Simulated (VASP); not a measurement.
Here is the system:

```xyz
2
Lattice="2.9151 0.0000 0.0000 0.0000 2.9151 0.0000 0.0000 0.0000 2.9151" Properties=species:S:1:pos:R:3 pbc="T T T"
Cr     0.0000     0.0000     0.0000
Cr     1.4576     1.4576     1.4576
```
Starting moments (μB, in the order of the record's atoms Cr Cr): 2.0 -2.0.

All values below come from MS2 meta-GGA, VASP's PBE PAW potentials (set 64) (plane waves; VASP 6.6.1). Settings: 520 eV cut-off, 13×13×13 Γ-centred mesh, first-order Methfessel-Paxton smearing of 0.10 eV, potentials Cr_pv.

Problem. Give the stress tensor in GPa (positive for a compressed cell).

Solution. 
```
-4.28   0.00   0.00
 0.00  -4.28   0.00
 0.00   0.00  -4.28
```
The pressure is its mean diagonal, -4.28 GPa.

The compound is Cr in the bcc, AFM order structure. This cell is one point of a volume scan, at 1.03 of the reference volume.
